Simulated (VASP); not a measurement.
An input for Ansatz (written as the equivalent of a VASP run, and not itself run):

Ansatz 0.2 input:
```yaml
crystal:
  lattice:
    - [0.0000000, 2.7221953, 2.7221953]
    - [2.7221953, 0.0000000, 2.7221953]
    - [2.7221953, 2.7221953, 0.0000000]
  atoms:
    - { symbol: Na, position: [0.0000000, 0.0000000, 0.0000000] }
    - { symbol: I, position: [0.5000000, 0.5000000, 0.5000000] }
kpoints:
  mp_grid: { grid: [8, 8, 8] }
hamiltonian:
  xc: pbe
  pseudopotentials: { kind: paw }
scf:
  occupations: { method: gaussian, width: 0.05 }
  max_iter: 100
relax:
  max_steps: 40
  f_tol: 0.02
  cell: { p_target: 45 }
output: { forces: true, stress: true, eigenvalues: true }
```

Write the VASP files for the same calculation (PBE).

Several could match; the one computed here: 
### INCAR
```
SYSTEM=NaI
PREC=Accurate; ENCUT=500; LREAL=.FALSE.
LASPH=.TRUE.
EDIFF=1E-6; NELM=100; ALGO=Normal
LMAXMIX=4
ISMEAR=0; SIGMA=0.05
GGA=PE
IBRION=2; NSW=40; ISIF=3
EDIFFG=-0.02; PSTRESS=450
LWAVE=.FALSE.; LCHARG=.FALSE.
```

POSCAR:
```
NaI
1
    0.0000000000     2.7221952790     2.7221952790
    2.7221952790     0.0000000000     2.7221952790
    2.7221952790     2.7221952790     0.0000000000
Na I
1 1
Direct
  0.0000000000   0.0000000000   0.0000000000
  0.5000000000   0.5000000000   0.5000000000
```

File KPOINTS:
```
Automatic mesh
0
Gamma
8 8 8
0 0 0
```

POTCAR, in this order: Na_pv I (PBE.64 set). Program: vasp_std.

Limits of the translation: each code has its own PAW files, so the cut-off isn't converted (ENCUT is set for VASP's; basis.ecutwfc is left out, and Ansatz then takes the one that its files recommend); Ansatz stops its SCF on the density residual and VASP on the energy change (EDIFF).

The compound is NaI in the rock salt structure. This run relaxes it under an external pressure of 45 GPa. Symmetry was kept, so distortions that lower it aren't found.
